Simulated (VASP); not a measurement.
All values below come from PBEsol GGA, VASP's PBE PAW potentials (set 64) (plane waves; VASP 6.6.1).

A VASP calculation is set up with these files.

**INCAR**
```
SYSTEM=CdMg3Te4
PREC=Accurate; ENCUT=400; LREAL=.False.
LASPH=.True.
EDIFF=1E-6; NELM=100; ALGO=Normal
LMAXMIX=4
ISMEAR=0; SIGMA=0.05
GGA=PS
IBRION=2; NSW=60; ISIF=3
EDIFFG=-0.02
LWAVE=.False.; LCHARG=.False.
```

### POSCAR
```
CdMg3Te4
1.0
  6.4553365443   0.0000000000   0.0000000000
  0.0000000000   6.4553365443   0.0000000000
  0.0000000000   0.0000000000   6.4553365443
Mg Te Cd
3 4 1
Cartesian
  0.0000000000   0.0000000000   6.4553365443
  3.2276682721   3.2276682721   6.4553365443
  3.2276682721   0.0000000000   3.2276682721
  1.6236135262   1.6040547460   1.6040547460
  4.8317230181   4.8512817983   1.6040547460
  4.8317230181   1.6040547460   4.8512817983
  1.6236135262   4.8512817983   4.8512817983
  0.0000000000   3.2276682721   3.2276682721
```

**KPOINTS**
```
Automatic mesh
0
Gamma
3 3 3
0 0 0
```

POTCAR, in this order: Mg Te Cd (PBE.64 set). Program: vasp_std.

The resulting files:

### OSZICAR
```
       N       E                     dE             d eps       ncg     rms          rms(c)
DAV:   1     0.180927057347E+03    0.18093E+03   -0.13629E+04   208   0.103E+03
DAV:   2    -0.139162702357E+02   -0.19484E+03   -0.19103E+03   250   0.213E+02
DAV:   3    -0.268402847811E+02   -0.12924E+02   -0.12897E+02   244   0.577E+01
DAV:   4    -0.270828645536E+02   -0.24258E+00   -0.24249E+00   280   0.784E+00
DAV:   5    -0.270852835975E+02   -0.24190E-02   -0.24188E-02   256   0.892E-01    0.704E+00
DAV:   6    -0.262493489406E+02    0.83593E+00   -0.17205E+00   216   0.954E+00    0.553E+00
DAV:   7    -0.261362021693E+02    0.11315E+00   -0.71295E-01   232   0.367E+00    0.247E+00
DAV:   8    -0.261378754632E+02   -0.16733E-02   -0.38609E-02   236   0.188E+00    0.853E-01
DAV:   9    -0.261387750234E+02   -0.89956E-03   -0.46181E-03   240   0.667E-01    0.189E-01
DAV:  10    -0.261388831839E+02   -0.10816E-03   -0.15640E-03   224   0.321E-01    0.807E-02
DAV:  11    -0.261389657470E+02   -0.82563E-04   -0.21025E-04   250   0.903E-02    0.215E-02
DAV:  12    -0.261389670934E+02   -0.13464E-05   -0.43642E-05   254   0.606E-02    0.112E-02
DAV:  13    -0.261389743803E+02   -0.72869E-05   -0.14169E-05   212   0.235E-02    0.600E-03
DAV:  14    -0.261389745374E+02   -0.15709E-06   -0.53945E-07   170   0.354E-03
   1 F= -.26138975E+02 E0= -.26138975E+02  d E =-.261390E+02
       N       E                     dE             d eps       ncg     rms          rms(c)
DAV:   1    -0.261405482843E+02   -0.15739E-02   -0.32944E-02   212   0.130E+00    0.254E-01
DAV:   2    -0.261395438263E+02    0.10045E-02   -0.32514E-03   222   0.563E-01    0.753E-02
DAV:   3    -0.261394130465E+02    0.13078E-03   -0.48379E-04   242   0.123E-01    0.607E-02
DAV:   4    -0.261393953942E+02    0.17652E-04   -0.40963E-05   220   0.439E-02    0.142E-02
DAV:   5    -0.261393933468E+02    0.20473E-05   -0.15988E-05   238   0.339E-02    0.111E-02
DAV:   6    -0.261393936324E+02   -0.28557E-06   -0.15315E-06   110   0.903E-03
   2 F= -.26139394E+02 E0= -.26139394E+02  d E =-.419095E-03
       N       E                     dE             d eps       ncg     rms          rms(c)
DAV:   1    -0.261396572749E+02   -0.26393E-03   -0.60567E-03   212   0.558E-01    0.109E-01
DAV:   2    -0.261394725603E+02    0.18471E-03   -0.59132E-04   224   0.240E-01    0.322E-02
DAV:   3    -0.261394488560E+02    0.23704E-04   -0.88821E-05   238   0.527E-02    0.259E-02
DAV:   4    -0.261394466353E+02    0.22207E-05   -0.75449E-06   220   0.187E-02    0.619E-03
DAV:   5    -0.261394466373E+02   -0.19841E-08   -0.29296E-06   188   0.145E-02
   3 F= -.26139447E+02 E0= -.26139447E+02  d E =-.472100E-03
       N       E                     dE             d eps       ncg     rms          rms(c)
DAV:   1    -0.261397072334E+02   -0.26060E-03   -0.10168E-02   208   0.596E-01    0.822E-02
DAV:   2    -0.261396308115E+02    0.76422E-04   -0.70993E-04   258   0.211E-01    0.413E-02
DAV:   3    -0.261396128621E+02    0.17949E-04   -0.42926E-05   212   0.385E-02    0.312E-02
DAV:   4    -0.261396059657E+02    0.68963E-05   -0.11159E-05   230   0.127E-02    0.799E-03
DAV:   5    -0.261396050918E+02    0.87397E-06   -0.11481E-06   110   0.898E-03
   4 F= -.26139605E+02 E0= -.26139605E+02  d E =-.158455E-03
```

### OUTCAR
```
------------------------ aborting loop because EDIFF is reached ----------------------------------------
  FORCE on cell =-STRESS in cart. coord.  units (eV):
  Direction    XX          YY          ZZ          XY          YZ          ZX
  --------------------------------------------------------------------------------------
  Total        0.0160967      0.0160967      0.0160967      0.0000000      0.0000000     -0.0000000
  in kB        0.0961094      0.0961094      0.0961094      0.0000000      0.0000000     -0.0000000
  external PRESSURE =       0.0961094 kB  Pullay stress =       0.0000000 kB
  volume of cell :      268.34
      direct lattice vectors                 reciprocal lattice vectors
     6.450016779 -0.000000000  0.000000000     0.155038356  0.000000000  0.000000000
    -0.000000000  6.450016779  0.000000000     0.000000000  0.155038356 -0.000000000
    -0.000000000  0.000000000  6.450016779    -0.000000000 -0.000000000  0.155038356
 POSITION                                       TOTAL-FORCE (eV/Angst)
 -----------------------------------------------------------------------------------
     -0.00000      6.45002      6.45002         0.000000      0.000000     -0.000000
      3.22501      3.22501      6.45002         0.000000      0.000000     -0.000000
      3.22501      6.45002      3.22501         0.000000     -0.000000     -0.000000
      1.62505      1.59996      1.59996         0.005465     -0.005465     -0.005465
      4.82497      4.85005      1.59996        -0.005465      0.005465     -0.005465
      4.82497      1.59996      4.85005        -0.005465     -0.005465      0.005465
      1.62505      4.85005      4.85005         0.005465      0.005465      0.005465
     -0.00000      3.22501      3.22501         0.000000     -0.000000     -0.000000
 -----------------------------------------------------------------------------------
    total drift:                               -0.000000     -0.000000     -0.000000
  FREE ENERGIE OF THE ION-ELECTRON SYSTEM (eV)
  ---------------------------------------------------
  free  energy   TOTEN  =       -26.1396050918 eV

  energy  without entropy=      -26.1396050918  energy(sigma->0) =      -26.13960509

 reached required accuracy - stopping structural energy minimisation
```
(Selected blocks of OUTCAR.)

CONTCAR:
```
CdMg3Te4
   1.00000000000000
     6.4500167789509906   -0.0000000000000000    0.0000000000000000
    -0.0000000000000000    6.4500167789509906    0.0000000000000000
    -0.0000000000000000    0.0000000000000000    6.4500167789509906
  Mg              Te              Cd
     3     4     1
Direct
     0.0000000000000000    1.0000000000000000    1.0000000000000000
     0.5000000000000000    0.5000000000000000    1.0000000000000000
     0.5000000000000000    1.0000000000000000    0.5000000000000000
     0.2519443190245677    0.2480556809754323    0.2480556809754323
     0.7480556809754323    0.7519443190245677    0.2480556809754323
     0.7480556809754323    0.2480556809754323    0.7519443190245677
     0.2519443190245677    0.7519443190245677    0.7519443190245677
     0.0000000000000000    0.5000000000000000    0.5000000000000000
```

File OUTCAR:
```
 val. band max:        1.9374144200   @ k =   0.0000   0.0000   0.0000

 cond. band min:       3.7485685102   @ k =   0.0000   0.0000   0.0000


 Fermi energy:         2.2000219178

 k-point     1 :       0.0000    0.0000    0.0000
  band No.  band energies     occupation
      1      -8.5447      2.00000
      2      -7.8291      2.00000
      3      -7.8291      2.00000
      4      -7.8291      2.00000
      5      -5.6341      2.00000
      6      -5.6341      2.00000
      7      -5.5739      2.00000
      8      -5.5739      2.00000
      9      -5.5739      2.00000
     10      -1.8833      2.00000
     11      -1.2426      2.00000
     12      -1.2426      2.00000
     13       0.5637      2.00000
     14       0.5637      2.00000
     15       0.5637      2.00000
     16       0.5662      2.00000
     17       0.5662      2.00000
     18       0.5662      2.00000
     19       1.9374      2.00000
     20       1.9374      2.00000
     21       1.9374      2.00000
     22       3.7486      0.00000
     23       4.6081      0.00000
     24       4.6081      0.00000
     25       4.6081      0.00000
     26       4.7775      0.00000

 k-point     2 :       0.3333    0.0000    0.0000
  band No.  band energies     occupation
      1      -8.3808      2.00000
      2      -8.0211      2.00000
      3      -7.8277      2.00000
      4      -7.8277      2.00000
      5      -5.6390      2.00000
      6      -5.6325      2.00000
      7      -5.6233      2.00000
      8      -5.5664      2.00000
      9      -5.5664      2.00000
     10      -1.5873      2.00000
     11      -1.0514      2.00000
     12      -0.7539      2.00000
     13       0.0351      2.00000
     14       0.1397      2.00000
     15       0.3347      2.00000
     16       0.3347      2.00000
     17       0.6522      2.00000
     18       0.8319      2.00000
     19       0.8319      2.00000
     20       1.5165      2.00000
     21       1.5165      2.00000
     22       4.9823      0.00000
...
```

Unless said otherwise, spin-orbit coupling is left out, though it shifts the bands of the heavy elements here.

The structure was generated: CdMg3Te4 was put into an ordered model structure (P-43m), which need not be its known phase. This run relaxes it. Symmetry was kept, so distortions that lower it aren't found. The start is the result of an earlier pass.
